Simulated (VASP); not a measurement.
```xyz
2
Lattice="0.0000 3.0489 3.0489 3.0489 0.0000 3.0489 3.0489 3.0489 0.0000" Properties=species:S:1:pos:R:3 pbc="T T T"
Sb     0.0000     0.0000     0.0000
Ag     3.0489     3.0489     3.0489
```

Calculation: r2SCAN meta-GGA, VASP's PBE PAW potentials (set 64) (plane waves; VASP). Settings: 400 eV cut-off, 9×9×9 Γ-centred mesh, first-order Methfessel-Paxton smearing of 0.10 eV, potentials Sb Ag.

Energy and stress use the plane-wave basis of the starting cell.

The ions, cell shape and volume are relaxed. Give the cell that the relaxation ends in.

```xyz
2
Lattice="0.0000 2.8681 2.8681 2.8681 0.0000 2.8681 2.8681 2.8681 0.0000" Properties=species:S:1:pos:R:3 pbc="T T T"
Sb     0.0000     0.0000     0.0000
Ag     2.8681     2.8681     2.8681
```
Space group Fm-3m (225), at a tolerance of 0.03 Å.

How do energy and volume change from the first to the last step?

The energy (σ→0) changes by -150.5 meV/atom and the volume by -16.8 %, in 3 ionic steps.

```json
[
 {"step": "1", "E(σ→0) (eV)": "-46.3419", "max force (eV/Å)": "0.000", "pressure (GPa)": "-8.44", "volume (Å³)": "56.68"},
 {"step": "2", "E(σ→0) (eV)": "-46.6241", "max force (eV/Å)": "0.000", "pressure (GPa)": "3.34", "volume (Å³)": "45.30"},
 {"step": "3", "E(σ→0) (eV)": "-46.6429", "max force (eV/Å)": "0.000", "pressure (GPa)": "0.04", "volume (Å³)": "47.19"}
]
```

The structure was generated: AgSb was put into the rocksalt type (Fm-3m), which need not be its known phase. This run relaxes it. Symmetry was kept, so distortions that lower it aren't found.
